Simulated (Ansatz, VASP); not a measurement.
**Cross-check of SiO2 (SiO2 (P3_121)) between VASP and Ansatz**

Wanted: the spread between two codes on one cell, functional and k mesh. The cell is taken from a series of runs on this material, whose earlier steps may have relaxed, scaled, displaced or heated it; both programs get it as it stands.

Main program and level: Ansatz 0.2.0; plane waves, with VASP 6.6.1 beside it; single point at HSE06.

**1. Starting point**

Symmetry: P3_121, No. 152, trigonal system. Conventional cell: a = 4.948 Å, b = 4.948 Å, c = 5.441 Å, α = 90.00°, β = 90.00°, γ = 120.00°. Nearest to Si lie 4 O at 1.62 Å. Nearest to O lie 2 Si at 1.62 Å. Farther neighbours and most contacts between anions are not listed.

Structure file:

```cif
data_structure
_symmetry_space_group_name_H-M 'P 1'
_symmetry_Int_Tables_number 1
_cell_length_a 4.9484
_cell_length_b 4.9484
_cell_length_c 10.8826
_cell_angle_alpha 90.000
_cell_angle_beta 90.000
_cell_angle_gamma 120.000
_cell_volume 230.78
loop_
_atom_site_label
_atom_site_type_symbol
_atom_site_fract_x
_atom_site_fract_y
_atom_site_fract_z
_atom_site_occupancy
Si1 Si 0.52972 0.52972 0.00000 1
Si2 Si 0.00000 0.47028 0.33333 1
Si3 Si 0.47028 0.00000 0.16667 1
Si4 Si 0.52972 0.52972 0.50000 1
Si5 Si 0.00000 0.47028 0.83333 1
Si6 Si 0.47028 0.00000 0.66667 1
O7 O 0.26708 0.41249 0.39269 1
O8 O 0.58751 0.85460 0.05936 1
O9 O 0.14540 0.73292 0.22603 1
O10 O 0.41249 0.26708 0.10731 1
O11 O 0.73292 0.14540 0.27397 1
O12 O 0.85460 0.58751 0.44064 1
O13 O 0.26708 0.41249 0.89269 1
O14 O 0.58751 0.85460 0.55936 1
O15 O 0.14540 0.73292 0.72603 1
O16 O 0.41249 0.26708 0.60731 1
O17 O 0.73292 0.14540 0.77397 1
O18 O 0.85460 0.58751 0.94064 1
```

**2. VASP: single point, HSE06**

A single point gives forces, pressure and levels at one fixed geometry, so differences don't come from the geometry; what else differs is listed under the comparison.

Lines of VASP's logs that name or quote its potential files are left out, and so is its time.

The run reads the wave functions of an earlier VASP run, which isn't shown here.

INCAR

```
SYSTEM = SiO2
PREC = Accurate
ENCUT = 520
EDIFF = 1E-06
NELM = 100
ISMEAR = 0
SIGMA = 0.01
LREAL = .FALSE.
ALGO = Normal
LHFCALC = .TRUE.
AEXX = 0.25
GGA = PE
HFSCREEN = 0.208
LASPH = .TRUE.
NBANDS = 66
PRECFOCK = Fast
LORBIT = 11
LWAVE = .FALSE.
LCHARG = .FALSE.
ISIF = 2
```

POSCAR

```
SiO2
1.0
    4.9484030400      0.0000000000      0.0000000000
   -2.4742015200      4.2854427400      0.0000000000
    0.0000000000      0.0000000000     10.8826431800
Si O
6 12
Direct
    0.5297160000      0.5297160000      0.0000000000
    0.0000000000      0.4702840000      0.3333333333
    0.4702840000      0.0000000000      0.1666666667
    0.5297160000      0.5297160000      0.5000000000
    0.0000000000      0.4702840000      0.8333333333
    0.4702840000      0.0000000000      0.6666666667
    0.2670836667      0.4124863333      0.3926938333
    0.5875136667      0.8545973333      0.0593605000
    0.1454026667      0.7329163333      0.2260271667
    0.4124863333      0.2670836667      0.1073061667
    0.7329163333      0.1454026667      0.2739728333
    0.8545973333      0.5875136667      0.4406395000
    0.2670836667      0.4124863333      0.8926938333
    0.5875136667      0.8545973333      0.5593605000
    0.1454026667      0.7329163333      0.7260271667
    0.4124863333      0.2670836667      0.6073061667
    0.7329163333      0.1454026667      0.7739728333
    0.8545973333      0.5875136667      0.9406395000
```

KPOINTS

```
Automatic mesh
0
Gamma
1 1 1
0 0 0
```

PAW data sets: Si and O (PBE family, release 64).

Started as:

```
$ export OMP_NUM_THREADS=3
$ mpirun -np 1 vasp_gam
```

Numbers of over 12 decimals in the logs are rounded to 6 here.

What it wrote:

```text
[banner, memory and clock lines left out]
running    1 mpi-ranks, on    1 nodes
 distrk:  each k-point on    1 cores,    1 groups
 distr:  one band on    1 cores,    1 groups
 Offloading initialized ...    1 GPUs detected
 POSCAR found type information on POSCAR SiO
 POSCAR found :  2 types and      18 ions
|                                                                             |
|               ----> ADVICE to this user running VASP <----                  |
|                                                                             |
|     You have a (more or less) 'large supercell' and for larger cells it     |
|     might be more efficient to use real-space projection operators.         |
|     Therefore, try LREAL= Auto in the INCAR file.                           |
|     Mind: For very accurate calculation, you might also keep the            |
|     reciprocal projection scheme (i.e. LREAL=.FALSE.).                      |
|                                                                             |

 LDA part: xc-table for (Slater+PW92), standard interpolation
 found WAVECAR, reading the header
 POSCAR, INCAR and KPOINTS ok, starting setup
 FFT: planning ... GRIDC
 FFT: planning ... GRID_SOFT
 FFT: planning ... GRID
 reading WAVECAR
 the WAVECAR file was read successfully
 initial charge from wavefunction
 entering main loop
       N       E                     dE             d eps       ncg     rms          rms(c)
DAV:   1    -0.175156807211E+03   -0.17516E+03   -0.26076E+00   142   0.800E+00    0.769E+00
DAV:   2    -0.175177536305E+03   -0.20729E-01   -0.10254E-01   152   0.130E+00    0.564E+00
DAV:   3    -0.175169714537E+03    0.78218E-02   -0.64186E-03   160   0.310E-01    0.338E+00
DAV:   4    -0.175167671652E+03    0.20429E-02   -0.23504E-03   160   0.172E-01    0.194E+00
DAV:   5    -0.175167074248E+03    0.59740E-03   -0.37945E-04   144   0.875E-02    0.110E+00
DAV:   6    -0.175166878936E+03    0.19531E-03   -0.10564E-04   160   0.545E-02    0.622E-01
DAV:   7    -0.175166822135E+03    0.56801E-04   -0.30701E-05   160   0.306E-02    0.353E-01
DAV:   8    -0.175166805640E+03    0.16496E-04   -0.88643E-06   160   0.159E-02    0.201E-01
DAV:   9    -0.175166801484E+03    0.41559E-05   -0.29020E-06   128   0.887E-03    0.114E-01
DAV:  10    -0.175166800809E+03    0.67439E-06   -0.11679E-06   104   0.609E-03
   1 F= -.17516680E+03 E0= -.17516680E+03  d E =-.183006E-15
```

OUTCAR, selected parts (step 2):

```text
ion  position               nearest neighbor table
   1  0.530  0.530  0.000-   8 1.62  18 1.62  10 1.62  13 1.62   3 3.08   3 3.08   5 3.08   5 3.08

  LATTYP: Found a hexagonal cell.
 ALAT       =     4.9484030400
 C/A-ratio  =     2.1992232832

 Subroutine GETGRP returns: Found  6 space group operations
 (whereof  2 operations were pure point group operations)

The static configuration has the point symmetry C_2 .
 The point group associated with its full space group is D_3 .

 Found      1 irreducible k-points:

   k-points           NKPTS =      1   k-points in BZ     NKDIM =      1   number of bands    NBANDS=     66

   dimension x,y,z NGX =    40 NGY =   40 NGZ =   84
   dimension x,y,z NGXF=    80 NGYF=   80 NGZF=  168

   ENCUT  =  520.0 eV  38.22 Ry    6.18 a.u.   9.20  9.20 20.23*2*pi/ulx,y,z

   NELECT =      96.0000    total number of electrons

 k-points in reciprocal lattice and weights: Automatic mesh
   0.00000000  0.00000000  0.00000000       1.000

  exchange ACFDT corr.  =         0.00000000  see jH, gK, PRB 81, 115126

 average (electrostatic) potential at core
       1 -83.1543       2 -83.1543       3 -83.1543       4 -83.1543       5 -83.1543
       6 -83.1543       7 -66.3753       8 -66.3753       9 -66.3753      10 -66.3753
      11 -66.3753      12 -66.3753      13 -66.3753      14 -66.3753      15 -66.3753
      16 -66.3753      17 -66.3753      18 -66.3753

 E-fermi :  -0.4892

 k-point     1 :       0.0000    0.0000    0.0000
  band No.  band energies     occupation
    ...
     44      -0.7701      2.00000
     45      -0.7701      2.00000
     46      -0.6819      2.00000
     47      -0.6818      2.00000
     48      -0.5450      2.00000
     49       7.3144      0.00000
     50       9.3572      0.00000
     51       9.3572      0.00000
     52      10.4454      0.00000
     53      10.7641      0.00000
    ...

  Total       -5.2632122     -5.2632122     -4.7092465      0.0000000      0.0000000     -0.0000000
  in kB      -36.5398123    -36.5398123    -32.6939092      0.0000000      0.0000000     -0.0000000
  external PRESSURE =     -35.2578446 kB  Pullay stress =       0.0000000 kB

  energy-cutoff  :      520.00
  volume of cell :      230.78
      direct lattice vectors                 reciprocal lattice vectors
     4.948403040  0.000000000  0.000000000     0.202085398  0.116674059 -0.000000000
    -2.474201520  4.285442740  0.000000000     0.000000000  0.233348118  0.000000000
     0.000000000  0.000000000 10.882643180     0.000000000 -0.000000000  0.091889441

 POSITION                                       TOTAL-FORCE (eV/Angst)
 -----------------------------------------------------------------------------------
      1.31062      2.27007      0.00000         0.206545      0.357746     -0.000000
     -1.16358      2.01538      3.62755         0.206545     -0.357746     -0.000000
      2.32715      0.00000      1.81377        -0.413089      0.000000     -0.000000
      1.31062      2.27007      5.44132         0.206545      0.357746     -0.000000
     -1.16358      2.01538      9.06887         0.206545     -0.357746     -0.000000
      2.32715      0.00000      7.25510        -0.413089      0.000000      0.000000
      0.30106      1.76769      4.27355        -0.308186     -0.479851     -0.319089
      0.79281      3.66233      0.64600         0.569656     -0.026971     -0.319089
     -1.09387      3.14087      2.45977        -0.261470      0.506823     -0.319089
      1.38033      1.14457      1.16777        -0.261470     -0.506823      0.319089
      3.26701      0.62311      2.98155         0.569656      0.026971      0.319089
      2.77526      2.51776      4.79532        -0.308186      0.479851      0.319089
      0.30106      1.76769      9.71487        -0.308186     -0.479851     -0.319089
      0.79281      3.66233      6.08732         0.569656     -0.026971     -0.319089
     -1.09387      3.14087      7.90109        -0.261470      0.506823     -0.319089
      1.38033      1.14457      6.60910        -0.261470     -0.506823      0.319089
      3.26701      0.62311      8.42287         0.569656      0.026971      0.319089
      2.77526      2.51776     10.23664        -0.308186      0.479851      0.319089
 -----------------------------------------------------------------------------------
    total drift:                                0.000110      0.000191      0.000001

  FREE ENERGIE OF THE ION-ELECTRON SYSTEM (eV)
  ---------------------------------------------------
  free  energy   TOTEN  =      -175.1668008093 eV

  energy  without entropy=     -175.1668008093  energy(sigma->0) =     -175.16680081

 total charge
# of ion       s       p       d       tot
------------------------------------------
    1        0.650   0.990   0.000   1.640
    2        0.650   0.990   0.000   1.640
    3        0.650   0.990   0.000   1.640
    4        0.650   0.990   0.000   1.640
    5        0.650   0.990   0.000   1.640
    6        0.650   0.990   0.000   1.640
    7        1.550   3.724   0.000   5.274
    8        1.550   3.724   0.000   5.274
    9        1.550   3.724   0.000   5.274
   10        1.550   3.724   0.000   5.274
   11        1.550   3.724   0.000   5.274
   12        1.550   3.724   0.000   5.274
   13        1.550   3.724   0.000   5.274
   14        1.550   3.724   0.000   5.274
   15        1.550   3.724   0.000   5.274
   16        1.550   3.724   0.000   5.274
   17        1.550   3.724   0.000   5.274
   18        1.550   3.724   0.000   5.274
--------------------------------------------------
tot         22.497  50.631   0.000  73.128
```

The run ends at a pressure of -3.53 GPa, with forces up to 0.65 eV/Å.

**3. Ansatz: single point, HSE06**

Ansatz runs on its PAW soft_1 files.

The same cell, functional and mesh now go to Ansatz.

input.yaml

```yaml
crystal:
  checkpoint: "../host.hybq.run"
basis:
  ecutwfc: 420.0
  ecutrho_ratio: 4
  xc_grid: 2
  fft_grid_basis: typed
  precision: f64
kpoints:
  mp_grid: { grid: [1, 1, 1] }
hamiltonian:
  xc: hse06
  pseudopotentials:
    kind: paw
    azcp: { folder: soft_1, O: "soft_1/O.paw.azcp", Si: "soft_1/Si.paw.azcp" }
scf:
  max_iter: 60
  occupations: { method: fixed }
output:
  eigenvalues: true
checkpoint:
  write: "../edges.hybq.run"
  compress: false
  write_wavefunctions: false
  write_every: 100000
```

Started as:

```
$ ansatz run input.yaml --threads 8 --pin off --max-ram 18841MiB --backend cpu --events-out ev --progress --plain --runs-dir out
```

What it wrote:

```text
crystal.checkpoint: the structure is that of <dir>, a `scf` run: its result, under hse06 at a charge of 0 e; 18 atoms read, 0 with a starting moment; no density is read with it (checkpoint.read); crystal.structure_sha256 for this input is
exact exchange: scf.exx.singularity resolves to wigner_seitz, which cuts the screened interaction at the faces of the exchange supercell's Wigner-Seitz cell, so that each pair interacts once, at the shortest of its separations (the periodic images that this leaves out come, for a point-like exchange hole, to about 0.677 eV on a filled level). The cut falls within the interaction's reach, and what an exchange supercel [...]
Engine: ansatz 0.2.0, aarch64-unknown-linux-gnu
Pseudopotentials: kind: paw
Pseudopotential: Si, paw, valence charge 4, recommended cutoff 420 eV (normal), soft_1/Si.paw.azcp
Pseudopotential: O, paw, valence charge 6, recommended cutoff 420 eV (normal), soft_1/O.paw.azcp
Functional definition: HSE06
  parameter a = 0.25
  parameter omega = 0.11/bohr
  exchange = pbe_x - a*pbe_x_sr(omega) + a*exact_x_sr(omega)
  correlation = pbe_c
davidson cushion auto → on  (no smearing: the cushion is to keep the highest requested band from converging to the state above it; pin scf.eigensolver.cushion to override)
Crystal: 18 atoms, lattice volume = 230.778 Å³
Basis set: ecut = 420 eV, 4483 PW (Γ), exchange–correlation on 72×72×150 points (8 copies of the dense FFT grid, shifted against one another)
Bands: 66, of which v1, the nominal top of the filled ones, is band 48 counted from 1 (47 counted from 0)
Symmetry: 12 space group operations
Space group: P3121 (ITA 152), of the structure as read, at distance tolerance 6.1e-5 Å
k-points: 1
Non-local potential: Si, projectors of the file, l = 0: 2, l = 1: 2, l = 2: 1
Non-local potential: O, projectors of the file, l = 0: 2, l = 1: 2, l = 2: 1
PAW form: soft (Blöchl's): semilocal exchange-correlation on the pseudo side does not see the compensation charge
PAW frozen core: Si, regenerated for the run's functional, and the local potential with it (the file was generated under x = pbe(κ = 0.804, μ = 0.219515), c = pbe(β = 0.066725))
PAW frozen core: O, regenerated for the run's functional, and the local potential with it (the file was generated under x = pbe(κ = 0.804, μ = 0.219515), c = pbe(β = 0.066725))
PAW one-centre angular grid: Si, 110 points (default); XC on 64 Gauss nodes
PAW one-centre angular grid: O, 110 points (default); XC on 96 Gauss nodes
Initial density: superposition of atomic densities (chi_scale 0.1, normalization cell, long waves kept (reshape's long-wave potential 0.01 eV rms))
Initial wavefunctions: pseudopotential atomic-orbital guess
Functional: x = pbe(κ = 0.804, μ = 0.219515), c = pbe(β = 0.066725), warm-up for x = pbe(κ = 0.804, μ = 0.219515) + 0.25 (exact − pbe) at short range (hse, ω = 0.207870 Å⁻¹), c = pbe(β = 0.066725); HSE06 as pw.x's `hse` composes it (authors' and Libxc's form: `xc: wpbeh`)
SCF iter   1: F=—  HF=-10653.402567 eV  |F-HF|=—  |Δ(HF+E_count)|=         —  Δρ=1.34e-1  dr2=3.70e1  ethr=1.00e-1  ⟨swp⟩=5.0  Hψ=245  notcnv=0
preconditioner: auto → none  [insulator: Δε(μ)=7.263 eV  Ē_g=17.970 eV  n_scr=50 (ndim 8)  ℏωp=23.9 eV  f_vac=0.005]
SCF iter   2: F=—  HF=-10644.545893 eV  |F-HF|=—  |Δ(HF+E_count)|=    8.86e0  Δρ=6.96e-2  dr2=4.71e0  ethr=3.85e-2  ⟨swp⟩=3.0  Hψ=187  notcnv=0
iter 3 solved again at ethr=4.78e-4 eV; its pass at ethr=4.90e-3 eV (dr2=4.59e-1 eV) is discarded
SCF iter   3: F=—  HF=-10643.430313 eV  |F-HF|=—  |Δ(HF+E_count)|=    1.12e0  Δρ=2.22e-2  dr2=4.71e-1  ethr=4.78e-4  ⟨swp⟩=3.0  Hψ=326  notcnv=0
SCF iter   4: F=—  HF=-10643.510359 eV  |F-HF|=—  |Δ(HF+E_count)|=   8.00e-2  Δρ=2.49e-3  dr2=9.24e-3  ethr=4.78e-4  ⟨swp⟩=4.0  Hψ=164  notcnv=0
SCF iter   5: F=-10643.508941 eV  HF=-10643.509513 eV  |F-HF|=5.71e-4  |Δ(HF+E_count)|=   8.46e-4  Δρ=7.68e-4  dr2=1.17e-3  ethr=9.63e-6  ⟨swp⟩=5.0  Hψ=209  notcnv=0
SCF 1 stopped early in 5 iterations: F = -10643.508941 eV  dr2 = 1.17e-3
  greatest PAW one-centre occupation: 0.857 electrons in one spin orbital (limit 2), on the O atom at site 17 (counted from 0), in its partial waves of l = 0
Initial density: handed on by an earlier stage of this run
Initial wavefunctions: those handed on with the density
Functional: x = pbe(κ = 0.804, μ = 0.219515) + 0.25 (exact − pbe) at short range (hse, ω = 0.207870 Å⁻¹), c = pbe(β = 0.066725); HSE06 as pw.x's `hse` composes it (authors' and Libxc's form: `xc: wpbeh`)
Exchange kernel: α = 0.2500, screened, ω = 0.2079 Å⁻¹, Wigner–Seitz truncation, v(0) = 534.9904 eV·Å³, q-mesh 1×1×1, nearest image of the exchange supercell L = 4.95 Å, pair-density grid 24×24×54, without the augmentation charges, whose exchange is taken in its separable form (sized by the pseudopotential files, 30×30×75 at the most)
Frozen-core exchange: fock
SCF iter   1: F=—  HF=-10645.713258 eV  |F-HF|=—  |Δ(HF+E_count)|=         —  Δρ=6.92e-3  dr2=8.79e-2  ethr=1.22e-5  ⟨swp⟩=8.0  Hψ=332  notcnv=0
preconditioner: auto → none  [insulator: Δε(μ)=7.840 eV  Ē_g=19.263 eV  n_scr=50 (ndim 8)  ℏωp=23.9 eV  f_vac=0.115]
SCF iter   2: F=—  HF=-10645.682082 eV  |F-HF|=—  |Δ(HF+E_count)|=   3.12e-2  Δρ=2.09e-3  dr2=1.08e-2  ethr=1.22e-5  ⟨swp⟩=4.0  Hψ=214  notcnv=0
SCF iter   3: F=—  HF=-10645.707887 eV  |F-HF|=—  |Δ(HF+E_count)|=   2.58e-2  Δρ=7.67e-4  dr2=1.24e-3  ethr=8.38e-6  ⟨swp⟩=4.0  Hψ=215  notcnv=0
SCF iter   4: F=—  HF=-10645.707613 eV  |F-HF|=—  |Δ(HF+E_count)|=   2.73e-4  Δρ=1.46e-4  dr2=4.37e-5  ethr=1.18e-6  ⟨swp⟩=3.0  Hψ=154  notcnv=0
SCF iter   5: F=-10645.707917 eV  HF=-10645.707932 eV  |F-HF|=1.49e-5  |Δ(HF+E_count)|=   3.19e-4  Δρ=1.18e-4  dr2=2.14e-5  ethr=2.37e-8  ⟨swp⟩=5.0  Hψ=254  notcnv=0
SCF 2 stopped early in 5 iterations: F = -10645.707917 eV  dr2 = 2.14e-5
  greatest PAW one-centre occupation: 0.861 electrons in one spin orbital (limit 2), on the O atom at site 17 (counted from 0), in its partial waves of l = 0
hybrid outer 1: dexx = +3.247e-2 eV, tail = 7.81e-5 eV
Exchange kernel: α = 0.2500, screened, ω = 0.2079 Å⁻¹, Wigner–Seitz truncation, v(0) = 534.9904 eV·Å³, q-mesh 1×1×1, nearest image of the exchange supercell L = 4.95 Å, pair-density grid 24×24×54, without the augmentation charges, whose exchange is taken in its separable form (sized by the pseudopotential files, 30×30×75 at the most)
Frozen-core exchange: fock
SCF iter   1: F=—  HF=-10645.707584 eV  |F-HF|=—  |Δ(HF+E_count)|=         —  Δρ=2.81e-5  dr2=6.28e-7  ethr=4.07e-7  ⟨swp⟩=6.0  Hψ=150  notcnv=0
preconditioner: auto → none  [insulator: Δε(μ)=7.834 eV  Ē_g=19.244 eV  n_scr=50 (ndim 8)  ℏωp=23.9 eV  f_vac=0.125]
SCF iter   2: F=—  HF=-10645.707586 eV  |F-HF|=—  |Δ(HF+E_count)|=   2.19e-6  Δρ=2.05e-5  dr2=5.47e-7  ethr=5.55e-10  ⟨swp⟩=7.0  Hψ=279  notcnv=0  defer=1
iter 3 solved again at ethr=2.45e-11 eV; its pass at ethr=5.55e-10 eV (dr2=2.35e-8 eV) is discarded
SCF iter   3: F=-10645.707586 eV  HF=-10645.707586 eV  |F-HF|=7.52e-9  |Δ(HF+E_count)|=   1.05e-7  Δρ=6.79e-6  dr2=2.56e-8  ethr=2.45e-11  ⟨swp⟩=6.0  Hψ=354  notcnv=0
SCF 3 converged in 3 iterations: F = -10645.707586 eV  dr2 = 2.56e-8
hybrid outer 2: dexx = +1.235e-6 eV, tail = 6.25e-8 eV, Δε = 1.31e-3 eV (about 4.69e-5 eV left of the loop's levels)
hybrid SCF converged: 2 outer / 8 inner (+5 warm-up), last move |dexx| = 1.23e-6 eV, tail = 6.25e-8 eV
Stability not checked: this state was not tested for a lower state beside it, because the functional holds exact exchange (a hybrid, or Hartree-Fock), whose exchange loop this test does not read (fock_operator; see scf.lower_state_search)
Free energy (F): -10645.707586 eV
Frozen-core exchange: fock
Harris-Foulkes:  -10645.707586 eV  (|F-HF|=7.52e-9)
Internal energy: -10645.707586 eV  (E = F + TS)
E sigma→0 (E₀):  -10645.707586 eV
Fermi energy:    0.890338 eV
--- Per-component energies (eV) ---
  E_band       = -598.959320
  E_kinetic    = 2344.720818
  E_local      = -5889.256363  (includes V_loc(G=0)·N_el)
  E_nonlocal   = 741.916051
  E_hartree    = 2163.924116
  E_xc         = -969.884382
  E_vxc        = -1112.300286  (∫ρ·V_xc dr)
  E_exx        = -276.284010  (= α·E_x^exact, valence–valence)
  E_paw        = -4998.628789  (= ΣΔE_a)
  E_vpaw       = -459.327983  (= ΣTr[D̂ρ^β])
  E_aug_tail   = 0.009947  (compensation charges beyond the density's cutoff)
  E_ewald      = -3761.550358
  E_core_change = -0.674616  (= ΣΔE_core)
  E_smearing   = -0.000000  (= −TS)
  E_closure    = -0.000000  (closes the sum)
  Σ components = -10645.707586   (vs F -10645.707586, Δ=-1.82e-12)
--- Band table (eV) ---
  k-point 0: bands = [... 44 lower, 0.6657, 0.7475, 0.7475, 0.8903, 8.7242, 10.7443, 10.7443, 11.8639, ... 14 higher]
```

**4. Differences**

Known differences besides the potentials themselves: exact exchange at q = 0 is treated differently, which shows on coarse meshes; VASP keeps PBE cores, Ansatz makes them for the functional; fixed occupations in Ansatz, narrow Gaussian smearing in VASP; the cutoff is 420 eV in Ansatz and 520 eV in VASP; VASP takes a coarser grid for exact exchange (PRECFOCK = Fast). Total energies have different zeros and are not compared.

Compared:

| quantity | Ansatz | VASP | difference |
| --- | --- | --- | --- |
| gap on the k mesh (eV) | 7.834 | 7.859 | -0.026 |

A gap on the mesh is an upper bound, since the band edges may lie between its points.

**5. Results**

* difference in gap on the k mesh (single point, HSE06): -0.026 eV

**Reading.** The difference in gap on the k mesh is -0.026 eV (single point, HSE06), within the 0.08 eV picked in this series as the mark of a large difference. How closely two codes agree says nothing of how well the functional describes the real material.

[Lines on the potential files, build, host, timing and source positions are cut from VASP's logs without a mark.]

[Logs are printed without paths, hosts, clocks, repeated set-up lines and the standing remarks that a program may print on its own settings, such as how far it seeks lower states.]

[Hosts, paths, dates, database ids (printed as entryN), source tags and the programs' standing remarks are cut or masked in the printed files.]
